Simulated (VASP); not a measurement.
```xyz
2
Lattice="0.0000 2.8595 2.8595 2.8595 0.0000 2.8595 2.8595 2.8595 0.0000" Properties=species:S:1:pos:R:3 pbc="T T T"
Ca     0.0000     0.0000     0.0000
Se     2.8595     2.8595     2.8595
```

Method: PBEsol GGA, VASP's PBE PAW potentials (set 64) (plane waves; VASP). Settings: 500 eV cut-off, 8×8×8 Γ-centred mesh, Gaussian smearing of 0.050 eV, potentials Ca_sv Se.

**Question.** What does the run give for the energy per atom (σ→0), pressure, band gap (on the k-mesh) with the smallest direct gap where there is one?

**Answer.** 
```
Item                                          Value
-----------------------------------  --------------
band gap (on the k-mesh)                    1.64 eV
smallest direct gap (on the k-mesh)         2.68 eV
energy per atom (σ→0)                -5.008 eV/atom
pressure                                   4.99 GPa
```

Total energies compare only between runs with the same potentials, cut-off and functional.

The compound is CaSe in the rock salt structure. It was relaxed first under an external pressure of 5 GPa.
